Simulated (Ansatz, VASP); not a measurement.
**Li6Al4B8O21 (aluminoborate glass): VASP beside Ansatz**

One calculation is typed for both programs; each brings its own data sets. How far apart do they land? Of the first pair: The structure shown is the start of the Ansatz relaxation below; VASP solves that cell, so the two are compared at the walk's first step.

Method: plane waves, with VASP 6.6.1 beside it; single point at PBE, in Ansatz 0.2.0.

### 1. The structure

The cell holds 39 atoms: 4 Al, 8 B, 6 Li and 21 O. Its edges and angles: a = 7.674 Å, b = 7.674 Å, c = 7.674 Å, α = 90.0°, β = 90.0°, γ = 90.0°. As first built, before any earlier steps moved the atoms (in the runner's words): kind aluminoborate glass; units_of_the_quenched_model {'B2O3': 4, 'Al2O3': 2, 'Li2O': 3}; melt_K 2200; rate_K_ps 100; atoms 39.

### 2. Ansatz: relaxation, PBE

Ansatz runs on its PAW soft_1 files.

The two programs are compared at the cell with which this relaxation starts, whose forces are those of its first step.

File input.yaml:

```yaml
crystal:
  lattice:
    - [7.6744, 0.0, 0.0]
    - [0.0, 7.6744, 0.0]
    - [0.0, 0.0, 7.6744]
  atoms:
    - { symbol: Al, position: [0.693291, 0.139966, 0.914276] }
    - { symbol: Al, position: [0.740596, 0.929456, 0.573686] }
    - { symbol: Al, position: [0.99102, 0.21598, 0.665739] }
    - { symbol: Al, position: [0.151711, 0.622005, 0.901188] }
    - { symbol: B, position: [0.834877, 0.472449, 0.886165] }
    - { symbol: B, position: [0.088714, 0.753792, 0.53523] }
    - { symbol: B, position: [0.609841, 0.957226, 0.238909] }
    - { symbol: B, position: [0.292742, 0.793454, 0.23472] }
    - { symbol: B, position: [0.476852, 0.426304, 0.414056] }
    - { symbol: B, position: [0.188764, 0.217134, 0.339506] }
    - { symbol: B, position: [0.574294, 0.626163, 0.69716] }
    - { symbol: B, position: [0.309087, 0.257795, 0.855743] }
    - { symbol: Li, position: [0.799883, 0.245705, 0.275051] }
    - { symbol: Li, position: [0.517446, 0.438264, 0.035073] }
    - { symbol: Li, position: [0.348609, 0.928134, 0.739618] }
    - { symbol: Li, position: [0.818595, 0.543392, 0.206735] }
    - { symbol: Li, position: [0.752728, 0.778372, 0.941836] }
    - { symbol: Li, position: [0.122072, 0.991387, 0.993762] }
    - { symbol: O, position: [0.577851, 0.807014, 0.679558] }
    - { symbol: O, position: [0.687735, 0.980149, 0.076776] }
    - { symbol: O, position: [0.203833, 0.122189, 0.187057] }
    - { symbol: O, position: [0.504494, 0.518872, 0.568531] }
    - { symbol: O, position: [0.465703, 0.847946, 0.257701] }
    - { symbol: O, position: [0.275146, 0.429224, 0.904354] }
    - { symbol: O, position: [0.597904, 0.439296, 0.280367] }
    - { symbol: O, position: [0.804112, 0.320009, 0.995087] }
    - { symbol: O, position: [0.041188, 0.204846, 0.444787] }
    - { symbol: O, position: [0.676594, 0.038515, 0.386347] }
    - { symbol: O, position: [0.816517, 0.077639, 0.730309] }
    - { symbol: O, position: [0.910472, 0.787555, 0.525543] }
    - { symbol: O, position: [0.237355, 0.758523, 0.065482] }
    - { symbol: O, position: [0.177846, 0.15414, 0.783821] }
    - { symbol: O, position: [0.477645, 0.191154, 0.867641] }
    - { symbol: O, position: [0.166314, 0.733715, 0.698856] }
    - { symbol: O, position: [0.189345, 0.760129, 0.382291] }
    - { symbol: O, position: [0.662859, 0.552776, 0.838843] }
    - { symbol: O, position: [0.926734, 0.422115, 0.728432] }
    - { symbol: O, position: [0.326562, 0.32511, 0.39295] }
    - { symbol: O, position: [0.936271, 0.603403, 0.978721] }
  symmetry: { detect: false }
kpoints:
  mp_grid: { grid: [2, 2, 2] }
scf:
  occupations: { method: fermi_dirac, width: 0.05 }
hamiltonian:
  xc: pbe
  pseudopotentials: { kind: paw, azcp: { folder: soft_1 } }
output:
  forces: true
  stress: true
relax:
  f_tol: 0.04
  max_steps: 100
  escape_saddle: false
  cell: { stress_tol: 0.4, fix: [] }
```

On the command line:

```bash
$ ansatz run input.yaml --threads 8 --pin off --max-ram 16384MiB --backend cpu --events-out ev --progress --plain --runs-dir out
```

Numbers of over 12 decimals in the logs are rounded to 6 here.

The program printed:

```text
Engine: ansatz 0.2.0, aarch64-unknown-linux-gnu
Pseudopotentials: kind: paw
Pseudopotential: Al, paw, valence charge 3, recommended cutoff 420 eV (normal), soft_1/Al.paw.azcp
Pseudopotential: B, paw, valence charge 3, recommended cutoff 420 eV (normal), soft_1/B.paw.azcp
Pseudopotential: Li, paw, valence charge 3, recommended cutoff 420 eV (normal), soft_1/Li.paw.azcp
Pseudopotential: O, paw, valence charge 6, recommended cutoff 420 eV (normal), soft_1/O.paw.azcp
Functional definition: PBE
  parameter kappa = 0.804
  parameter beta = 0.066725
  exchange = pbe_x(kappa = kappa, mu = beta*pi^2/3)
  correlation = pbe_c(beta = beta)
Crystal: 39 atoms, lattice volume = 451.995 Å³
Basis set: ecut = 420 eV, 8829 PW (Γ), exchange–correlation on 108×108×108 points (8 copies of the dense FFT grid, shifted against one another)
Bands: 129, of which v1, the nominal top of the filled ones, is band 90 counted from 1 (89 counted from 0)
Symmetry: 1 space group operations
k-points: 8
Non-local potential: Al, projectors of the file, l = 0: 2, l = 1: 2, l = 2: 1
Non-local potential: B, projectors of the file, l = 0: 2, l = 1: 2, l = 2: 1
Non-local potential: Li, projectors of the file, l = 0: 3, l = 1: 2, l = 2: 1
Non-local potential: O, projectors of the file, l = 0: 2, l = 1: 2, l = 2: 1
PAW form: soft (Blöchl's): semilocal exchange-correlation on the pseudo side does not see the compensation charge
PAW one-centre angular grid: Al, 110 points (default); XC on 64 Gauss nodes
PAW one-centre angular grid: B, 110 points (default); XC on 64 Gauss nodes
PAW one-centre angular grid: Li, 110 points (default); XC on 96 Gauss nodes
PAW one-centre angular grid: O, 110 points (default); XC on 64 Gauss nodes
Initial density: superposition of atomic densities (chi_scale 0.1, normalization cell, long waves kept (reshape's long-wave potential 0.37 eV rms))
Initial wavefunctions: pseudopotential atomic-orbital guess
Functional: x = pbe(κ = 0.804, μ = 0.219515), c = pbe(β = 0.066725)
SCF iter   1: F=—  HF=-16598.358673 eV  |F-HF|=—  |Δ(HF+E_count)|=         —  Δρ=1.10e-1  dr2=5.57e1  ethr=3.10e-3  ⟨swp⟩=6.0  Hψ=4623  notcnv=0  defer=144
preconditioner: auto → Resta (q_TF=auto, 2.340 Å⁻¹)  ε∞=2.8  [insulator: Δε(μ)=4.442 eV  Ē_g=16.831 eV  σ=0.050 eV  W_gap=1.00  n_scr=92 (ndim 8)  ℏωp=22.6 eV  f_vac=0.011  D(μ)=0.00/eV (n_scr^D=0)  ε∞_Penn≈2.8]
SCF iter   2: F=—  HF=-16584.160271 eV  |F-HF|=—  |Δ(HF+E_count)|=    1.42e1  Δρ=4.22e-2  dr2=5.39e0  ethr=3.10e-3  ⟨swp⟩=3.0  Hψ=1948  notcnv=0  defer=270
SCF iter   3: F=—  HF=-16583.276122 eV  |F-HF|=—  |Δ(HF+E_count)|=   8.84e-1  Δρ=1.97e-2  dr2=1.79e0  ethr=2.99e-3  ⟨swp⟩=2.9  Hψ=1297  notcnv=0  defer=270
SCF iter   4: F=—  HF=-16583.121338 eV  |F-HF|=—  |Δ(HF+E_count)|=   1.55e-1  Δρ=7.06e-3  dr2=1.87e-1  ethr=9.97e-4  ⟨swp⟩=3.1  Hψ=1606  notcnv=0  defer=273
SCF iter   5: F=—  HF=-16583.105608 eV  |F-HF|=—  |Δ(HF+E_count)|=   1.57e-2  Δρ=2.47e-3  dr2=2.37e-2  ethr=1.04e-4  ⟨swp⟩=2.2  Hψ=1476  notcnv=0  defer=272
SCF iter   6: F=—  HF=-16583.120850 eV  |F-HF|=—  |Δ(HF+E_count)|=   1.52e-2  Δρ=9.37e-4  dr2=3.74e-3  ethr=1.32e-5  ⟨swp⟩=2.1  Hψ=1586  notcnv=0  defer=271
SCF iter   7: F=—  HF=-16583.123044 eV  |F-HF|=—  |Δ(HF+E_count)|=   2.19e-3  Δρ=3.12e-4  dr2=4.60e-4  ethr=2.08e-6  ⟨swp⟩=2.0  Hψ=1469  notcnv=0  defer=271
SCF iter   8: F=—  HF=-16583.123478 eV  |F-HF|=—  |Δ(HF+E_count)|=   4.34e-4  Δρ=8.29e-5  dr2=3.52e-5  ethr=2.56e-7  ⟨swp⟩=2.0  Hψ=1289  notcnv=0  defer=271
SCF iter   9: F=—  HF=-16583.123906 eV  |F-HF|=—  |Δ(HF+E_count)|=   4.28e-4  Δρ=6.51e-5  dr2=1.48e-5  ethr=1.95e-8  ⟨swp⟩=2.0  Hψ=1565  notcnv=0  defer=271
SCF iter  10: F=—  HF=-16583.123907 eV  |F-HF|=—  |Δ(HF+E_count)|=   8.50e-7  Δρ=1.14e-5  dr2=5.80e-7  ethr=8.23e-9  ⟨swp⟩=2.0  Hψ=1416  notcnv=0  defer=271
SCF iter  11: F=—  HF=-16583.123908 eV  |F-HF|=—  |Δ(HF+E_count)|=   1.13e-6  Δρ=5.09e-6  dr2=1.02e-7  ethr=5.56e-11  ⟨swp⟩=4.0  Hψ=3032  notcnv=0
SCF iter  12: F=-16583.123908 eV  HF=-16583.123908 eV  |F-HF|=1.54e-8  |Δ(HF+E_count)|=   7.87e-8  Δρ=3.28e-6  dr2=3.74e-8  ethr=5.56e-11  ⟨swp⟩=4.0  Hψ=2960  notcnv=0
SCF 1 converged in 12 iterations: F = -16583.123908 eV  dr2 = 3.74e-8
  greatest PAW one-centre occupation: 1.000 electrons in one spin orbital (limit 2), on the Li atom at site 16 (counted from 0), in its partial waves of l = 0
relax step   1: F+E_penalty+E_count = -16583.12390834 eV  Δ(F+E_penalty+E_count) = +0.000e0 eV  max|allowed force component| = 2.173e0 eV/Å  Δτ_max = 0.0000 Å  P = -2.917 GPa  Ω = 451.995 Å³  (12 SCF iters, dr2 threshold 1.00e-7 eV, accepted)
Crystal: 39 atoms, lattice volume = 446.042 Å³
Basis set: ecut = 420 eV, 8683 PW (Γ), exchange–correlation on 108×108×108 points (8 copies of the dense FFT grid, shifted against one another)
Initial density: handed on by an earlier stage of this run
Initial wavefunctions: those handed on with the density
[...]
Initial wavefunctions: pseudopotential atomic-orbital guess (no wavefunctions were taken with the density)
iter 1 solved again at ethr=1.05e-7 eV; its pass at ethr=3.10e-3 eV (dr2=1.90e-4 eV) is discarded
SCF iter   1: F=—  HF=-16586.218522 eV  |F-HF|=—  |Δ(HF+E_count)|=         —  Δρ=3.26e-4  dr2=5.15e-5  ethr=1.05e-7  ⟨swp⟩=5.1  Hψ=7772  notcnv=0
[...]
SCF converged after 4 iterations
Free energy (F): -16586.219164 eV
Harris-Foulkes:  -16586.219164 eV  (|F-HF|=2.44e-8)
Internal energy: -16586.219164 eV  (E = F + TS)
E sigma→0 (E₀):  -16586.219164 eV
Fermi energy:    4.969285 eV
--- Per-component energies (eV) ---
  E_band       = -1216.033259
  E_kinetic    = 4173.981277
  E_local      = -11469.606337  (includes V_loc(G=0)·N_el)
  E_nonlocal   = 1093.370995
  E_hartree    = 4237.206387
  E_xc         = -1973.666753
  E_vxc        = -2416.280289  (∫ρ·V_xc dr)
  E_paw        = -6082.111694  (= ΣΔE_a)
  E_vpaw       = -1071.929661  (= ΣTr[D̂ρ^β])
  E_aug_tail   = 0.018181  (compensation charges beyond the density's cutoff)
  E_ewald      = -6565.411221
  E_smearing   = -0.000000  (= −TS)
  E_closure    = -0.000000  (closes the sum)
  Σ components = -16586.219164   (vs F -16586.219164, Δ=0.00e0)
--- Forces (eV/Å), atoms counted from 1 ---
  atom   1  Al     0.00691662     0.01726299     0.00454080
  atom   2  Al    -0.01041419    -0.00302604     0.00730204
  atom   3  Al     0.00077989     0.00938717    -0.00425709
  atom   4  Al    -0.00924538    -0.00396611    -0.00786811
  atom   5  B     -0.00473811    -0.00052369     0.00480308
  atom   6  B     -0.01327455    -0.01631363     0.00509562
  atom   7  B     -0.00573719     0.00332213     0.00275227
  atom   8  B      0.00124455     0.00241027     0.00496121
  atom   9  B      0.00415442     0.03083540    -0.02690879
  atom  10  B     -0.00028196    -0.02312876     0.00706258
  atom  11  B      0.00076772     0.01008076    -0.00058850
  atom  12  B      0.01774294     0.00497097    -0.00894898
  atom  13  Li    -0.00130565     0.00525090    -0.00227979
  atom  14  Li     0.00401447     0.00423180     0.00326520
  atom  15  Li     0.00286446     0.00111723    -0.00201506
  atom  16  Li    -0.01044582    -0.00006001    -0.00520919
  atom  17  Li     0.00174710    -0.01107439    -0.00923048
  atom  18  Li    -0.00158768     0.00179517    -0.00468713
  atom  19  O      0.00917812    -0.00281909    -0.00421920
  atom  20  O      0.00091101     0.00030321    -0.00125454
  atom  21  O     -0.00367780     0.00347846    -0.00309623
  atom  22  O     -0.00333614    -0.02120083     0.01505561
  atom  23  O     -0.00328041     0.00767816    -0.00483057
  atom  24  O     -0.00396355    -0.00160094    -0.00285679
[...]
atom  32  O     -0.00479732     0.00205474     0.00861467
  atom  33  O     -0.01475234    -0.01507049     0.00409845
  atom  34  O     -0.00083445     0.00033635     0.00072816
  atom  35  O      0.00994167    -0.00445066    -0.00716668
  atom  36  O      0.00409536     0.00124417     0.00416142
  atom  37  O      0.00942541    -0.00140094    -0.00155243
  atom  38  O     -0.00152434    -0.00137428     0.00966059
  atom  39  O      0.00045866     0.00732614     0.01252121
  max |Σ_I F_I| component: 3.20e-5 eV/Å
--- Stress (GPa, compression-positive) ---
       -0.122271      -0.062084       0.003652
       -0.062064      -0.050925       0.166179
        0.003671       0.166190      -0.161381
  P = ⅓ Tr σ = -0.1115 GPa (-1.115 kbar)
--- Relaxed structure (36 steps of the walk, 32 accepted, 1 SCFs on fresh bases) ---
  F+E_penalty+E_count = -16586.21916428 eV   max|allowed force component| = 3.084e-2 eV/Å   (the final SCF, on the basis selected at the relaxed cell)
  cell:  # Å, volume = 421.7789 Å³
    - [7.592301, -0.123781, 0.083506]
    - [-0.123781, 7.569261, 0.408419]
    - [0.083506, 0.408419, 7.364423]
  atoms:
    - { symbol: Al, position: [0.678142, 0.110014, 0.895432] }
    - { symbol: Al, position: [0.737533, 0.924694, 0.551668] }
    - { symbol: Al, position: [0.992042, 0.249509, 0.653260] }
    - { symbol: Al, position: [0.137343, 0.591565, 0.868418] }
    - { symbol: B, position: [0.841338, 0.446543, 0.913615] }
    - { symbol: B, position: [0.084521, 0.757289, 0.505015] }
    - { symbol: B, position: [0.572252, 0.939173, 0.223675] }
    - { symbol: B, position: [0.277687, 0.761844, 0.201297] }
    - { symbol: B, position: [0.509486, 0.446930, 0.423035] }
    - { symbol: B, position: [0.215031, 0.299830, 0.346759] }
    - { symbol: B, position: [0.610276, 0.603836, 0.709565] }
    - { symbol: B, position: [0.311109, 0.252117, 0.818508] }
    - { symbol: Li, position: [0.748445, 0.263042, 0.258041] }
    - { symbol: Li, position: [0.442413, 0.402577, 0.066659] }
    - { symbol: Li, position: [0.345043, 0.900776, 0.786359] }
    - { symbol: Li, position: [0.972566, 0.537159, 0.281831] }
    - { symbol: Li, position: [0.698879, 0.664611, 1.077234] }
    - { symbol: Li, position: [0.064056, 1.180148, 1.048053] }
    - { symbol: O, position: [0.582232, 0.784939, 0.683875] }
    - { symbol: O, position: [0.655875, 0.919986, 0.058826] }
    - { symbol: O, position: [0.251077, 0.245623, 0.186296] }
    - { symbol: O, position: [0.597233, 0.498403, 0.572303] }
    - { symbol: O, position: [0.412647, 0.857789, 0.273766] }
    - { symbol: O, position: [0.300621, 0.425476, 0.852682] }
    - { symbol: O, position: [0.595537, 0.462330, 0.258673] }
    - { symbol: O, position: [0.812400, 0.261159, 1.004316] }
    - { symbol: O, position: [0.035973, 0.296383, 0.416079] }
    - { symbol: O, position: [0.654054, 0.034132, 0.349566] }
    - { symbol: O, position: [0.804188, 0.095009, 0.689200] }
    - { symbol: O, position: [0.915226, 0.806884, 0.487939] }
    - { symbol: O, position: [0.268177, 0.728086, 0.024093] }
    - { symbol: O, position: [0.160323, 0.148833, 0.787196] }
    - { symbol: O, position: [0.463135, 0.157899, 0.837132] }
    - { symbol: O, position: [0.173855, 0.747315, 0.664253] }
    - { symbol: O, position: [0.148868, 0.701990, 0.334749] }
    - { symbol: O, position: [0.667281, 0.529570, 0.878188] }
    - { symbol: O, position: [0.952224, 0.449312, 0.746794] }
    - { symbol: O, position: [0.339847, 0.371968, 0.459809] }
    - { symbol: O, position: [0.944668, 0.556554, 1.027748] }
```

Reading the cycles: dr2 is the Hartree energy of the density residual (eV), the measure of convergence; HF is the Harris–Foulkes estimate of the energy, which meets the free energy F at convergence.

### 3. VASP: single point, PBE, start cell, pair 1

The same cell, functional, mesh and smearing now go to VASP, with its own data sets.

Lines of VASP's logs that name or quote its potential files are left out, and so is its time.

File INCAR:

```
SYSTEM = Li6Al4B8O21
PREC = Accurate
ENCUT = 650
EDIFF = 1E-06
NELM = 120
ISMEAR = -1
SIGMA = 0.05
LREAL = Auto
ALGO = Normal
GGA = PE
NBANDS = 120
LORBIT = 11
LWAVE = .FALSE.
LCHARG = .FALSE.
ISIF = 2
LASPH = .TRUE.
GGA_COMPAT = .FALSE.
EFERMI = MIDGAP
KPAR = 4
```

File POSCAR:

```
Li6Al4B8O21
1.0
    7.6744000000      0.0000000000      0.0000000000
    0.0000000000      7.6744000000      0.0000000000
    0.0000000000      0.0000000000      7.6744000000
Al B Li O
4 8 6 21
Direct
    0.6932909413      0.1399659908      0.9142760346
    0.7405960075      0.9294559835      0.5736860211
    0.9910200146      0.2159800115      0.6657389503
    0.1517110132      0.6220049776      0.9011879756
    0.8348769936      0.4724490514      0.8861650422
    0.0887140363      0.7537919577      0.5352299854
    0.6098410299      0.9572259721      0.2389089701
    0.2927419733      0.7934539508      0.2347199781
    0.4768520015      0.4263039456      0.4140559523
    0.1887639425      0.2171339779      0.3395060200
    0.5742940165      0.6261629574      0.6971600386
    0.3090869645      0.2577950068      0.8557429897
    0.7998829876      0.2457049411      0.2750509486
    0.5174460544      0.4382639685      0.0350729699
    0.3486090118      0.9281340561      0.7396179506
    0.8185949390      0.5433920567      0.2067349891
    0.7527280309      0.7783719900      0.9418359741
    0.1220719535      0.9913869488      0.9937619879
    0.5778510372      0.8070139685      0.6795580110
    0.6877349369      0.9801489367      0.0767760346
    0.2038330032      0.1221889659      0.1870569686
    0.5044940321      0.5188719639      0.5685309601
    0.4657029866      0.8479460284      0.2577010581
    0.2751459397      0.4292240436      0.9043539560
    0.5979039404      0.4392959710      0.2803670645
    0.8041119827      0.3200089909      0.9950870426
    0.0411879756      0.2048459814      0.4447869540
    0.6765940008      0.0385150631      0.3863469457
    0.8165169916      0.0776390337      0.7303089492
    0.9104719587      0.7875549880      0.5255429740
    0.2373549724      0.7585230116      0.0654819921
    0.1778459554      0.1541399979      0.7838210153
    0.4776450276      0.1911539664      0.8676409882
    0.1663139789      0.7337149484      0.6988559366
    0.1893449651      0.7601290003      0.3822909934
    0.6628589857      0.5527759825      0.8388430366
    0.9267339466      0.4221149536      0.7284320598
    0.3265619462      0.3251099760      0.3929499375
    0.9362709788      0.6034030022      0.9787209424
```

File KPOINTS:

```
Automatic mesh
0
Gamma
2 2 2
0 0 0
```

Potentials, in the order of the species: Al, B, Li_sv and O (PBE family, release 64).

On the command line:

```bash
$ mpirun -np 4 vasp_std
```

The program printed:

```text
[banner, memory and clock lines left out]
running    4 mpi-ranks, on    1 nodes
[...]
LDA part: xc-table for (Slater+PW92), standard interpolation
 POSCAR, INCAR and KPOINTS ok, starting setup
[...]
entering main loop
       N       E                     dE             d eps       ncg     rms          rms(c)
DAV:   1     0.153108170663E+04    0.15311E+04   -0.10044E+05  1920   0.172E+03
DAV:   2    -0.147164389070E+03   -0.16782E+04   -0.15923E+04  2328   0.397E+02
DAV:   3    -0.301544117231E+03   -0.15438E+03   -0.15322E+03  2368   0.127E+02
DAV:   4    -0.309905966283E+03   -0.83618E+01   -0.83026E+01  3152   0.244E+01
[...]
DAV:  15    -0.278268173888E+03   -0.16930E-04   -0.41246E-05  2400   0.310E-02    0.131E-02
DAV:  16    -0.278268178506E+03   -0.46180E-05   -0.28109E-05  2104   0.209E-02    0.702E-03
DAV:  17    -0.278268178919E+03   -0.41240E-06   -0.63575E-06  2240   0.108E-02
   1 F= -.27826818E+03 E0= -.27826818E+03  d E =-.113542E-12
```

From OUTCAR (step 3):

```text
  Total       -9.9121389     -1.3244789    -15.2257116     -0.5117093     -3.0459182      0.9863464
  in kB      -35.1353811     -4.6948564    -53.9703067     -1.8138468    -10.7968117      3.4962844
  external PRESSURE =     -31.2668481 kB  Pullay stress =       0.0000000 kB

 POSITION                                       TOTAL-FORCE (eV/Angst)
 -----------------------------------------------------------------------------------
      5.32059      1.07415      7.01652        -0.777499      1.141763      0.278610
      5.68363      7.13302      4.40270         0.550220     -1.180104     -0.887786
      7.60548      1.65752      5.10915         0.849690      1.838591     -0.274120
      1.16429      4.77352      6.91608        -0.319181     -1.293131     -0.349249
      6.40718      3.62576      6.80078         1.247774     -1.170293     -2.058212
      0.68083      5.78490      4.10757        -0.603373      0.629413     -0.210105
      4.68016      7.34614      1.83348        -1.507776     -0.339787      0.583327
      2.24662      6.08928      1.80133        -0.130845      0.483580      0.378521
      3.65955      3.27163      3.17763        -0.110080     -0.183423     -0.970180
      1.44865      1.66637      2.60550         0.967720     -1.239636     -2.135488
      4.40736      4.80543      5.35029         0.735762     -1.878871     -1.741742
      2.37206      1.97842      6.56731        -0.122155      1.193854      0.126638
      6.13862      1.88564      2.11085        -0.081647     -0.491284      0.204706
      3.97109      3.36341      0.26916        -0.298321     -0.172753      0.071494
[...]
-----------------------------------------------------------------------------------
    total drift:                               -0.014138     -0.018036     -0.019930

  FREE ENERGIE OF THE ION-ELECTRON SYSTEM (eV)
  ---------------------------------------------------
  free  energy   TOTEN  =      -278.2681789185 eV

  energy  without entropy=     -278.2681789185  energy(sigma->0) =     -278.26817892

[... 3 further parts left out ...]
[key lines of the parts left out:]
E-fermi :   3.3555
```

The run ends at a pressure of -3.13 GPa, with forces up to 2.7 eV/Å.

(Continued in part 2 of 2.)

[Lines on the potential files, build, host, timing and source positions are cut from VASP's logs without a mark.]

[Logs are printed without paths, hosts, clocks, repeated set-up lines and the standing remarks that a program may print on its own settings, such as how far it seeks lower states.]

[Hosts, paths, dates, database ids (printed as entryN), source tags and the programs' standing remarks are cut or masked in the printed files.]
